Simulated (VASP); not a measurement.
A convergence study with VASP on SiC (zinc blende): one setting is varied, all else stays as given below, so the limit is that of these other settings. The cell's lengths are 1 % over those of the tabulated start and one atom is moved, so it is off equilibrium.

```xyz
2
Lattice="0.0000 2.2018 2.2018 2.2018 0.0000 2.2018 2.2018 2.2018 0.0000" Properties=species:S:1:pos:R:3 pbc="T T T"
Si     0.0000     0.0000     0.0000
C      1.1615     1.1009     1.1009
```

Calculation: PBEsol GGA, VASP's PBE PAW potentials (set 64) (plane waves; VASP). The tightest run used: 1000 eV cut-off, 12×12×12 Γ-centred mesh, Gaussian smearing of 0.050 eV, potentials Si C.

Gaps are read on the run's mesh, which can miss a band edge.

**Question.** The settings run are ENCUT = 250; ENCUT = 300; ENCUT = 350; ENCUT = 400; ENCUT = 450; ENCUT = 500; ENCUT = 550; ENCUT = 600; ENCUT = 650; ENCUT = 700; ENCUT = 750; ENCUT = 800; ENCUT = 850; ENCUT = 1000. From which on does the stress (every component) stay within 0.5 GPa of the tightest run?

**Answer.** From ENCUT = 450 on: it is off by 0.16 there and by no more than 0.5 in any finer run, while ENCUT = 400 is off by 1.11.
```tsv
setting	E (eV/atom)	pressure (GPa)	gap on the mesh (eV)	plane waves	difference judged (GPa)
ENCUT = 250	-7.9258	-21.65	0.895	202	15.68
ENCUT = 300	-7.9348	-13.91	0.959	263	7.91
ENCUT = 350	-7.9367	-9.36	0.984	332	3.36
ENCUT = 400	-7.9367	-7.11	0.979	399	1.11
ENCUT = 450	-7.9359	-6.16	0.979	477	0.16
ENCUT = 500	-7.9349	-5.95	0.980	560	0.05
ENCUT = 550	-7.9348	-5.99	0.980	642	0.01
ENCUT = 600	-7.9353	-6.08	0.980	725	0.08
ENCUT = 650	-7.9360	-6.13	0.981	821	0.13
ENCUT = 700	-7.9366	-6.13	0.981	934	0.13
ENCUT = 750	-7.9371	-6.10	0.981	1018	0.10
ENCUT = 800	-7.9374	-6.07	0.981	1113	0.07
ENCUT = 850	-7.9376	-6.03	0.982	1243	0.03
ENCUT = 1000	-7.9377	-6.00	0.981	1552	0.00
```

Left out are rungs that failed or repeat a setting and relaxations that didn't move; long series are thinned to 24 rows.

The compound is SiC in the zinc blende structure. The cell was not relaxed at this level, it is distorted from the ideal structure.
